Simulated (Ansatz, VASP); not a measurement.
# Cross-check of Ta between VASP and Ansatz, part 3 of 3

One calculation is typed for both programs; each brings its own data sets. How far apart do they land? Of the first pair: The cell is taken from a series of runs on this material, whose earlier steps may have relaxed, scaled, displaced or heated it; both programs get it as it stands.

VASP 6.6.1 and Ansatz 0.2.0.

So far. Step 6 (VASP: single point, PBEsol, pair 2): The run ends at a pressure of 5.25 GPa.

## (8) Ansatz: relaxation, PBEsol

Level of this step: Ansatz beside VASP: Kohn-Sham DFT, plane waves, PBEsol (Ansatz).

This run makes the geometry at which the two programs are then compared. The cell compared in this pair holds 147.93 Å³, against 141.61 Å³ for the pair before.

The structure compared here is the end of the Ansatz relaxation.

File input.yaml:

```yaml
crystal:
  lattice:
    - [5.2532228318, 0.0, 0.0]
    - [0.0, 5.2532228318, 0.0]
    - [0.0, 0.0, 5.2532228318]
  atoms:
    - { symbol: Ta, position: [0.0, 0.0, 0.0] }
    - { symbol: Ta, position: [0.5, 0.5, 0.5] }
    - { symbol: Ta, position: [0.0, 0.5, 0.25] }
    - { symbol: Ta, position: [0.0, 0.5, 0.75] }
    - { symbol: Ta, position: [0.25, 0.0, 0.5] }
    - { symbol: Ta, position: [0.75, 0.0, 0.5] }
    - { symbol: Ta, position: [0.5, 0.75, 0.0] }
    - { symbol: Ta, position: [0.5, 0.25, 0.0] }
kpoints:
  mp_grid: { grid: [8, 8, 8] }
scf:
  occupations: { method: fermi_dirac, width: 0.05 }
hamiltonian:
  xc: pbesol
  pseudopotentials: { kind: paw, azcp: { folder: soft_1 }, xc_functional: pbe }
basis:
  ecutwfc: 600
output:
  forces: true
  stress: true
relax:
  f_tol: 0.005
  max_steps: 70
  cell: { stress_tol: 0.02, p_target: -4 }
```

The run is started by

```
ansatz run input.yaml --threads 4 --pin off --max-ram 10240MiB --backend cpu --events-out ev --progress --plain --runs-dir out
```

Numbers of over 12 decimals in the logs are rounded to 6 here.

Output:

```text
[...]
Crystal: 8 atoms, lattice volume = 144.970 Å³
Basis set: ecut = 600 eV, 4945 PW (Γ), exchange–correlation on 90×90×90 points (8 copies of the dense FFT grid, shifted against one another)
Bands: 63, of which v1, the nominal top of the filled ones, is band 52 counted from 1 (51 counted from 0)
Symmetry: 48 space group operations
[...]
k-points: 35 of 512
[...]
cell:  # Å, volume = 147.9308 Å³
    - [5.288748, 0, 0]
    - [0, 5.288748, 0.0]
    - [0, 0.0, 5.288748]
  atoms:
    - { symbol: Ta, position: [0, 0, 0] }
    - { symbol: Ta, position: [0.5, 0.5, 0.5] }
    - { symbol: Ta, position: [0, 0.5, 0.25] }
    - { symbol: Ta, position: [0, 0.5, 0.750000] }
    - { symbol: Ta, position: [0.25, 0, 0.5] }
    - { symbol: Ta, position: [0.750000, 0, 0.5] }
    - { symbol: Ta, position: [0.5, 0.750000, 0] }
    - { symbol: Ta, position: [0.5, 0.25, 0] }
[key lines of the parts left out:]
SCF converged after 9 iterations
Free energy (F): -78458.900581 eV
Fermi energy:    17.866605 eV
P = ⅓ Tr σ = -4.0095 GPa (-40.095 kbar)
```

## (9) VASP: single point, PBEsol, pair 3

The same cell, functional, mesh and smearing now go to VASP, with its own data sets.

File INCAR:

```
SYSTEM = Ta
PREC = Accurate
ENCUT = 500
EDIFF = 1E-06
NELM = 120
ISMEAR = -1
SIGMA = 0.05
LREAL = .FALSE.
ALGO = Normal
GGA = PS
NBANDS = 54
LASPH = .TRUE.
LORBIT = 11
LWAVE = .FALSE.
LCHARG = .FALSE.
ISIF = 2
GGA_COMPAT = .FALSE.
KPAR = 2
```

File POSCAR:

```
Ta
1.0
    5.2887480432      0.0000000000      0.0000000000
    0.0000000000      5.2887480432      0.0000000000
    0.0000000000      0.0000000000      5.2887480432
Ta
8
Direct
    0.0000000000      0.0000000000      0.0000000000
    0.5000000000      0.5000000000      0.5000000000
    0.0000000000      0.5000000000      0.2500000000
    0.0000000000      0.5000000000      0.7500000000
    0.2500000000      0.0000000000      0.5000000000
    0.7500000000      0.0000000000      0.5000000000
    0.5000000000      0.7500000000      0.0000000000
    0.5000000000      0.2500000000      0.0000000000
```

File KPOINTS:

```
Automatic mesh
0
Gamma
8 8 8
0 0 0
```

The projector-augmented-wave data sets are Ta_pv (PBE family, release 64).

The run is started by

```
mpirun -np 2 vasp_std
```

Output:

```text
[... set-up lines as in an earlier step ...]
 entering main loop
       N       E                     dE             d eps       ncg     rms          rms(c)
DAV:   1     0.906956898317E+03    0.90696E+03   -0.47512E+04  3788   0.165E+03
DAV:   2    -0.552791764904E+02   -0.96224E+03   -0.94251E+03  3992   0.501E+02
DAV:   3    -0.102842327419E+03   -0.47563E+02   -0.45533E+02  4768   0.949E+01
DAV:   4    -0.104417860884E+03   -0.15755E+01   -0.15464E+01  4480   0.147E+01
[...]
DAV:  12    -0.100044680166E+03    0.42190E-05   -0.12949E-05  3760   0.213E-02    0.785E-03
DAV:  13    -0.100044679149E+03    0.10164E-05   -0.26603E-06  3148   0.107E-02    0.160E-03
DAV:  14    -0.100044679084E+03    0.65631E-07   -0.19124E-07  2502   0.277E-03
   1 F= -.10004468E+03 E0= -.10001465E+03  d E =-.600587E-01
```

Parts of OUTCAR (step 9):

```text
  Total       -3.5852049     -3.5852049     -3.5852049      0.0000000     -0.0000000      0.0000000
  in kB      -38.8298692    -38.8298692    -38.8298692      0.0000000     -0.0000000      0.0000000
  external PRESSURE =     -38.8298692 kB  Pullay stress =       0.0000000 kB

 POSITION                                       TOTAL-FORCE (eV/Angst)
 -----------------------------------------------------------------------------------
      0.00000      0.00000      0.00000        -0.000000     -0.000000     -0.000000
      2.64437      2.64437      2.64437        -0.000000     -0.000000     -0.000000
      0.00000      2.64437      1.32219        -0.000000      0.000000     -0.000000
      0.00000      2.64437      3.96656        -0.000000     -0.000000     -0.000000
      1.32219      0.00000      2.64437         0.000000     -0.000000     -0.000000
      3.96656      0.00000      2.64437        -0.000000      0.000000      0.000000
      2.64437      3.96656      0.00000        -0.000000     -0.000000     -0.000000
      2.64437      1.32219      0.00000         0.000000     -0.000000      0.000000
 -----------------------------------------------------------------------------------
    total drift:                               -0.000000     -0.000000      0.000000

  FREE ENERGIE OF THE ION-ELECTRON SYSTEM (eV)
  ---------------------------------------------------
  free  energy   TOTEN  =      -100.0446790837 eV

  energy  without entropy=      -99.9846203855  energy(sigma->0) =     -100.01464973

[... 1 part as in an earlier step ...]

[... 2 further parts left out ...]
[key lines of the parts left out:]
E-fermi :   5.1960
```

The run ends at a pressure of -3.88 GPa.

## (10) Side by side

What differs besides the data sets and the points named for the pairs above, as far as they apply: the data sets hold 104 valence electrons in Ansatz (on its PAW soft_1 files) and 88 in VASP. Total energies have different zeros and are not compared.

Compared:

| quantity | Ansatz | VASP | difference |
| --- | --- | --- | --- |
| pressure (GPa) | -4.01 | -3.88 | -0.13 |

## (11) Outcome

```json
{"difference in volume (relaxation of cell and atoms, PBEsol)": "-0.081 %", "difference in pressure (single point, PBEsol, pair 2)": "-0.23 GPa", "difference in pressure (single point, PBEsol, pair 3)": "-0.13 GPa"}
```

**Reading.** The difference in pressure is -0.23 GPa (single point, PBEsol, pair 2), within the 1 GPa picked in this series as the mark of a large difference. The data sets hold unlike numbers of valence electrons (104 in Ansatz and 88 in VASP), so part of the differences comes from the potentials. 3 further runs of this series are not shown here. Such differences can come from data sets, numerical settings and the points named under the comparisons, not from the functional's error against experiment.

[Lines on the potential files, build, host, timing and source positions are cut from VASP's logs without a mark.]

[Logs are printed without paths, hosts, clocks, repeated set-up lines and the standing remarks that a program may print on its own settings, such as how far it seeks lower states.]

[Hosts, paths, dates, database ids (printed as entryN), source tags and the programs' standing remarks are cut or masked in the printed files.]
